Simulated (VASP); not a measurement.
Energy against volume of Gd (hcp). Level of theory: MS2 meta-GGA, VASP's PBE PAW potentials (set 64) (plane waves; VASP). Settings: 520 eV cut-off, 12×12×7 Γ-centred mesh, first-order Methfessel-Paxton smearing of 0.10 eV, potentials Gd_3.

The 4f electrons are frozen in the core of the lanthanide potential, so 4f levels, which can set the real gap, and their magnetism are missing.

Shape and ions are relaxed at each volume.

```json
[
 {"V (Å³/atom)": "29.437", "E (eV/atom)": "7.79298"},
 {"V (Å³/atom)": "30.376", "E (eV/atom)": "7.78344"},
 {"V (Å³/atom)": "31.316", "E (eV/atom)": "7.78156"},
 {"V (Å³/atom)": "32.255", "E (eV/atom)": "7.78624"}
]
```

Task: Fit these four points and predict the energy of the run at 33.195 Å³/atom.

Result: A cubic in V^(−2/3), the third-order Birch-Murnaghan form, passes through the four points with V0 = 31.09 Å³/atom and B0 = 38 GPa, and gives 7.7965 eV/atom there. The run gave 7.7967 eV/atom, +0.1 meV/atom from the fit; all five points give B0 = 38 GPa.

The compound is Gd in the hcp structure. It was relaxed first, which changed the volume by -6 %.
